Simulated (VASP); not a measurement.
Data:

```
CELL_PARAMETERS angstrom
      0.00000     2.87309     2.87309
      2.87309     0.00000     2.87309
      2.87309     2.87309     0.00000
ATOMIC_POSITIONS crystal
  Ge 0.00000 0.00000 0.00000
  Ge 0.25000 0.25000 0.25000
```

These are optB88-vdW, VASP's PBE PAW potentials (set 64) (plane waves; VASP 6.6.1) values and carry that method's errors. Settings: 520 eV cut-off, 10×10×10 Γ-centred mesh, first-order Methfessel-Paxton smearing of 0.10 eV, potentials Ge_d.

Q: Estimate the energy per atom (σ→0), band gap (on the k-mesh) with the smallest direct gap where there is one.

A: 
```
Item                                                        Result
------------------------  ----------------------------------------
band gap (on the k-mesh)  none (metal, semimetal or under 0.01 eV)
energy per atom (σ→0)                               -1.098 eV/atom
```

The absolute energy has meaning only against runs of the same code, potentials and settings.

The compound is Ge in the diamond structure. It was relaxed first. The start is the result of an earlier pass.
